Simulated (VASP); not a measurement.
# Mg6VCu (Amm2) in VASP: reference runs

How does Mg6VCu come out in PBE? The cell is run as given.

Everything below comes from runs of VASP 6.6.1. Logs are shortened: lines on timing, memory, paths and dates and some standing lists are left out, and cuts for length are marked.

### 1 Starting point

The structure is orthorhombic, space group Amm2 (No. 38). The conventional cell has a = 4.872 Å, b = 6.109 Å, c = 10.518 Å, α = 90.00°, β = 90.00°, γ = 90.00°. Around Cu (site symmetry mm2) lie 10 Mg at 2.97 to 3.05 Å and 2 V at 3.05 Å. V (site symmetry mm2) is surrounded by 10 Mg at 2.97 to 3.05 Å and 2 Cu at 3.05 Å. Around Mg (site symmetry mm2) lie 10 Mg at 2.95 to 3.13 Å and 2 V at 2.97 Å. Around Mg (site symmetry mm2) lie 10 Mg at 2.95 to 3.14 Å and 2 Cu at 2.97 Å. Around Mg (site symmetry m) lie 8 Mg at 2.95 to 3.14 Å and 2 Cu at 2.99 Å and 2 V at 2.99 Å. Mg (site symmetry m) is surrounded by 8 Mg at 3.01 to 3.09 Å and 2 Cu at 3.03 to 3.05 Å and 2 V at 3.03 to 3.05 Å.

The cell comes from a database or a generator and needn't be the stable form of this composition.

### 2 Single point, PBE, collinear spin, ferromagnetic start

INCAR

```
PREC = Accurate
ENCUT = 520
EDIFF = 1E-7
ISMEAR = -1
SIGMA = 0.05
LREAL = False
LASPH = True
NELM = 120
ALGO = Normal
ISIF = 2
LWAVE = False
LCHARG = False
ISPIN = 2
MAGMOM = 0.6 2 0 0 0 0 0 0
LORBIT = 11
LMAXMIX = 4
GGA = PE
NBANDS = 32
```

KPOINTS

```
Automatic mesh
0
Gamma
  6 5 5
```

POSCAR

```
Mg6VCu
1.0
    4.8718480000      0.0000000000      0.0000000000
    0.0000000000      3.0542900000      5.2589895000
    0.0000000000     -3.0542900000      5.2589895000
Cu V Mg
1 1 6
Direct
    0.5000000000      0.8335320000      0.8335320000
    0.5000000000      0.3327720000      0.3327720000
    0.0000000000      0.1717670000      0.1717670000
    0.0000000000      0.6720750000      0.6720750000
    0.0000000000      0.6618700000      0.1616920000
    0.0000000000      0.1616920000      0.6618700000
    0.5000000000      0.8358840000      0.3304120000
    0.5000000000      0.3304120000      0.8358840000
```

Potentials or basis: VASP PAW PBE potentials, release 64 (Cu, V_sv, Mg).

Run with:

```
> cat potpaw_PBE.64/Cu/POTCAR potpaw_PBE.64/V_sv/POTCAR potpaw_PBE.64/Mg/POTCAR > POTCAR
> mpirun -np 1 vasp_std > vasp.out
```

OUTCAR:

```text
PREC = Accurate
   ENCUT = 520
   EDIFF = 1E-7
   ISMEAR = -1
   LREAL = False
   LASPH = True
   NELM = 120
   ISIF = 2
   ISPIN = 2
   LORBIT = 11
   GGA = PE

 ion  position               nearest neighbor table
   1  0.500  0.834  0.834-   4 2.97   4 2.97   6 2.99   5 2.99   5 2.99   6 2.99   8 3.03   7 3.03
                             8 3.05   7 3.05
   2  0.500  0.333  0.333-   3 2.97   3 2.97   6 2.99   5 2.99   5 2.99   6 2.99   8 3.03   7 3.03
                             7 3.05   8 3.05
   3  0.000  0.172  0.172-   5 2.95   6 2.95   2 2.97   2 2.97   8 3.01   7 3.01   7 3.01   8 3.01
                             4 3.05   4 3.05   5 3.13   6 3.13
   4  0.000  0.672  0.672-   5 2.95   6 2.95   1 2.97   1 2.97   8 3.03   7 3.03   7 3.03   8 3.03
                             3 3.05   3 3.05   6 3.14   5 3.14
   5  0.000  0.662  0.162-   4 2.95   3 2.95   1 2.99   1 2.99   2 2.99   2 2.99   7 3.03   7 3.03
                             6 3.05   6 3.06   3 3.13   4 3.14
   6  0.000  0.162  0.662-   4 2.95   3 2.95   1 2.99   1 2.99   2 2.99   2 2.99   8 3.03   8 3.03
                             5 3.05   5 3.06   3 3.13   4 3.14
   7  0.500  0.836  0.330-   3 3.01   3 3.01   8 3.02   1 3.03   2 3.03   5 3.03   5 3.03   4 3.03
                             4 3.03   2 3.05   1 3.05   8 3.09
   8  0.500  0.330  0.836-   3 3.01   3 3.01   7 3.02   1 3.03   2 3.03   6 3.03   6 3.03   4 3.03
                             4 3.03   2 3.05   1 3.05   7 3.09

  LATTYP: Found a base centered orthorhombic cell.
 ALAT       =     6.1085800000
 B/A-ratio  =     1.7218369899
 C/A-ratio  =     0.7975418182

  Lattice vectors:

 A1 = (   0.0000000000,   3.0542900000,  -5.2589895000)
 A2 = (   0.0000000000,   3.0542900000,   5.2589895000)
 A3 = (   4.8718480000,   0.0000000000,   0.0000000000)

Analysis of symmetry for initial positions (statically):
=====================================================================
 Subroutine PRICEL returns:
 Original cell was already a primitive cell.

 Routine SETGRP: Setting up the symmetry group for a
 base centered orthorhombic supercell.

 Subroutine GETGRP returns: Found  4 space group operations
 (whereof  4 operations were pure point group operations)
 out of a pool of  8 trial point group operations.

The static configuration has the point symmetry C_2v.

Analysis of symmetry for dynamics (positions and initial velocities):
=====================================================================
 Subroutine PRICEL returns:
 Original cell was already a primitive cell.

 Routine SETGRP: Setting up the symmetry group for a
 base centered orthorhombic supercell.

 Subroutine GETGRP returns: Found  4 space group operations
 (whereof  4 operations were pure point group operations)
[... 173 lines left out ...]

  energy without entropy =      -20.37792329  energy(sigma->0) =      -20.39374023

 E-fermi :   3.6891     XC(G=0):  -9.3555

 val. band max:        3.6694235053   @ k =   0.1667   0.2000   0.0000
 cond. band min:       3.6921209272   @ k =   0.5000   0.2000   0.0000
 fundamental gap:      0.0226974219
 Fermi energy:         3.6891457152

 spin component 1

 k-point     1 :       0.0000    0.0000    0.0000
  band No.  band energies     occupation
      1     -61.0807      1.00000
      2     -34.9856      1.00000
      3     -34.9704      1.00000
      4     -34.9001      1.00000
      5      -3.5619      1.00000
      6       0.5136      1.00000
[... 781 lines left out ...]
     29       9.3018      0.00000
     30       9.6298      0.00000

 [... further k-points ...]

 spin component 2

 k-point     1 :       0.0000    0.0000    0.0000
  band No.  band energies     occupation
      1     -58.6024      1.00000
      2     -32.5463      1.00000
      3     -32.5116      1.00000
      4     -32.4082      1.00000
      5      -3.4534      1.00000
      6       0.5220      1.00000
[... 781 lines left out ...]
     29       9.4547      0.00000
     30       9.7067      0.00000

 [... further k-points ...]

 [bands above 30 left out]

------------------------ aborting loop because EDIFF is reached ----------------------------------------

  FORCE on cell =-STRESS in cart. coord.  units (eV):
  Direction    XX          YY          ZZ          XY          YZ          ZX
  --------------------------------------------------------------------------------------
  -------------------------------------------------------------------------------------
  Total        0.5656432      0.4082298      0.7888797      0.0000000      0.0000000      0.0000000
  in kB        5.7905105      4.1790634      8.0757913      0.0000000      0.0000000      0.0000000
  external PRESSURE =       6.0151218 kB  Pullay stress =       0.0000000 kB

 VOLUME and BASIS-vectors are now :
 -----------------------------------------------------------------------------
  energy-cutoff  :      520.00
  volume of cell :      156.51
      direct lattice vectors                 reciprocal lattice vectors
     4.871848000  0.000000000  0.000000000     0.205260919  0.000000000  0.000000000
     0.000000000  3.054290000  5.258989500     0.000000000  0.163704167  0.095075299
     0.000000000 -3.054290000  5.258989500     0.000000000 -0.163704167  0.095075299

 POSITION                                       TOTAL-FORCE (eV/Angst)
 -----------------------------------------------------------------------------------
      2.43592      0.00000      8.76707         0.000000      0.000000      0.008558
      2.43592      0.00000      3.50009         0.000000      0.000000      0.005460
      0.00000      0.00000      1.80664         0.000000      0.000000     -0.003461
      0.00000      0.00000      7.06887         0.000000      0.000000      0.034418
      0.00000      1.52769      4.33110         0.000000      0.025881      0.006930
      0.00000     -1.52769      4.33110         0.000000     -0.025881      0.006930
      2.43592      1.54386      6.13354         0.000000     -0.012721     -0.029417
      2.43592     -1.54386      6.13354         0.000000      0.012721     -0.029417
 -----------------------------------------------------------------------------------
    total drift:                                0.000000     -0.000000      0.000233

  FREE ENERGIE OF THE ION-ELECTRON SYSTEM (eV)
  ---------------------------------------------------
  free  energy   TOTEN  =       -20.4095571758 eV

  energy  without entropy=      -20.3779232905  energy(sigma->0) =      -20.39374023

 total charge

# of ion       s       p       d       tot
------------------------------------------
    1        0.429   0.248   9.147   9.824
    2        2.226   6.092   3.018  11.336
    3        0.224   0.157   0.016   0.398
    4        0.215   0.138   0.016   0.369
    5        0.213   0.146   0.016   0.375
    6        0.213   0.146   0.016   0.375
    7        0.211   0.146   0.015   0.372
    8        0.211   0.146   0.015   0.372
--------------------------------------------------
tot          3.942   7.218  12.261  23.421

 magnetization (x)

# of ion       s       p       d       tot
------------------------------------------
    1       -0.014   0.003   0.018   0.007
    2        0.041   0.031   2.508   2.580
    3       -0.006   0.002   0.002  -0.001
    4        0.008  -0.011  -0.001  -0.003
    5       -0.005   0.002   0.002  -0.000
    6       -0.005   0.002   0.002  -0.000
    7       -0.008  -0.000   0.002  -0.007
    8       -0.008  -0.000   0.002  -0.007
--------------------------------------------------
tot          0.004   0.030   2.535   2.569
```

OSZICAR:

```text
N       E                     dE             d eps       ncg     rms          rms(c)
DAV:   1     0.197430516479E+03    0.19743E+03   -0.15877E+04  5400   0.100E+03
DAV:   2    -0.129750562762E+02   -0.21041E+03   -0.19646E+03  4648   0.242E+02
DAV:   3    -0.227048064367E+02   -0.97298E+01   -0.92592E+01  6040   0.616E+01
DAV:   4    -0.229487771212E+02   -0.24397E+00   -0.24281E+00  5640   0.894E+00
[... 11 lines left out ...]
DAV:  16    -0.204095557365E+02   -0.22813E-04   -0.88070E-05  6928   0.109E-01    0.148E-02
DAV:  17    -0.204095576186E+02   -0.18821E-05   -0.96975E-06  6976   0.248E-02    0.793E-03
DAV:  18    -0.204095569101E+02    0.70851E-06   -0.23302E-06  6624   0.239E-02    0.563E-03
DAV:  19    -0.204095571556E+02   -0.24551E-06   -0.48559E-07  5880   0.826E-03    0.161E-03
DAV:  20    -0.204095571758E+02   -0.20176E-07   -0.16531E-07  3464   0.647E-03
   1 F= -.20409557E+02 E0= -.20393740E+02  d E =-.316339E-01  mag=     3.1099
```

stdout:

```text
POSCAR found type information on POSCAR CuV Mg
 POSCAR found :  3 types and       8 ions
 scaLAPACK will be used
 LDA part: xc-table for (Slater+PW92), standard interpolation
 POSCAR, INCAR and KPOINTS ok, starting setup
 FFT: planning ... GRIDC
 FFT: planning ... GRID_SOFT
 FFT: planning ... GRID
 WAVECAR not read
 entering main loop
```

Wall time 12 min (1 thread of Intel Xeon Platinum 8375C at 2.90GHz (Ice Lake), shared host); peak memory 0.53 GiB.

What came out:

```yaml
Free_energy: -20.4096 eV
Pressure: 0.6 GPa
Largest_force: 0.034 eV/Å
Band_gap_on_the_k_mesh: none (metal or under the smearing width)
Net_moment: 3.11 μB per cell
Site_moments: Cu +0.01; V +2.58; Mg -0.00, -0.01 μB
Valence_electrons_inside_the_program's_atomic_spheres: Cu 9.82; V 11.34; Mg 0.40, 0.37, 0.38
```

Forces in eV/Å, atoms in the order of the input:
```
Cu   0.000  0.000  0.009
V    0.000  0.000  0.005
Mg   0.000  0.000 -0.003
Mg   0.000  0.000  0.034
Mg   0.000  0.026  0.007
Mg   0.000 -0.026  0.007
Mg   0.000 -0.013 -0.029
Mg   0.000  0.013 -0.029
```

Stress tensor (GPa, compression positive):
```
0.58 0.00 0.00
0.00 0.42 0.00
0.00 0.00 0.81
```
